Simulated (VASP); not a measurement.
A run of VASP 6.6.1 is set up as follows.

File INCAR:

```
SYSTEM = B3C
ALGO = Fast ; EDIFF = 1E-4
EDIFFG = -0.08 ; ENCUT = 520
GGA = PE ; IBRION = 2
ISIF = 3 ; ISMEAR = 0
LASPH = .True. ; LCHARG = .False.
LREAL = .False. ; LWAVE = .False.
NELM = 60 ; NSW = 24
PREC = Normal ; SIGMA = 0.15
```

File KPOINTS:

```
k-points
0
Gamma
  4 3 6
  0 0 0
```

The input POSCAR:

```
B3C
1.0
    3.9418335200      0.0000000000      0.0000000000
    0.0000000000      5.8657865900      0.0000000000
    0.0000000000      0.0000000000      3.0005840800
B C
6 2
Direct
    0.0000000000      0.5000000000      0.0000000000
    0.5000000000      0.0000000000      0.0000000000
    0.8174982800      0.9991635500      0.5000000000
    0.1825017200      0.0008364500      0.5000000000
    0.6825017200      0.4991635500      0.5000000000
    0.3174982800      0.5008364500      0.5000000000
    0.0000000000      0.5000000000      0.5000000000
    0.5000000000      0.0000000000      0.5000000000
```

Potentials or basis: VASP PAW PBE potentials, release 64 (B, C).

Command:

```console
$ cat potpaw_PBE.64/B/POTCAR potpaw_PBE.64/C/POTCAR > POTCAR
$ mpirun -np 1 vasp_std > vasp.out
```

Problem. Estimate the relaxed volume.

Solution. 11.44 Å³/atom.

Problem. What does it give for the relaxed cell?

Solution. a = 4.476 Å, b = 6.960 Å, c = 2.937 Å, α = 90.00°, β = 90.00°, γ = 90.00°.

Problem. What does it give for the space group after relaxing (to 0.05 Å)?

Solution. Cmmm (No. 65).

Problem. What does it give for the band gap on the k mesh?

Solution. None (metal or under the smearing width).

Step by step:
```tsv
step	energy change (eV)	largest force (eV/Å)	pressure (GPa)	volume (Å³)
1	0.0000	8.5680	57.17	69.38
2	39.8544	89.6232	70.76	100.25
3	2.3905	27.8633	34.30	75.79
4	1.1030	23.8358	38.01	73.76
5	0.4338	18.0170	47.52	71.07
6	-3.5274	4.1700	-11.40	84.13
7	-3.9459	6.7833	-1.12	80.40
8	-4.8496	3.2347	4.18	78.14
9	-4.9484	1.0762	8.61	76.97
10	-4.9529	1.4413	7.82	77.16
11	-5.0742	0.7040	4.33	78.20
12	-5.1147	0.0589	1.07	79.31
13	-5.1409	0.0586	1.47	79.58
14	-5.2050	0.4015	2.59	80.37
15	-5.2635	1.1047	5.07	81.91
16	-5.2864	0.9103	4.86	82.37
17	-5.3387	0.3190	4.16	83.74
18	-5.3699	0.9187	3.26	86.48
19	-5.3964	0.7407	1.72	88.23
20	-5.4167	0.4549	-0.77	91.35
21	-5.4170	0.4148	-1.05	91.78
22	-5.4234	0.0151	-0.39	91.51
```

Caveat: the k mesh is coarse (spacing up to 0.40 Å⁻¹), so the values aren't converged; the volume moved by over 15 % at a fixed basis, so the end points are rough; this functional lacks dispersion, which binds the layers, so the pressure and a relaxed spacing across them are unreliable, and here the layers came unbound; the relaxation stopped at a loose force limit of 0.08 eV/Å, so its end isn't a converged minimum.
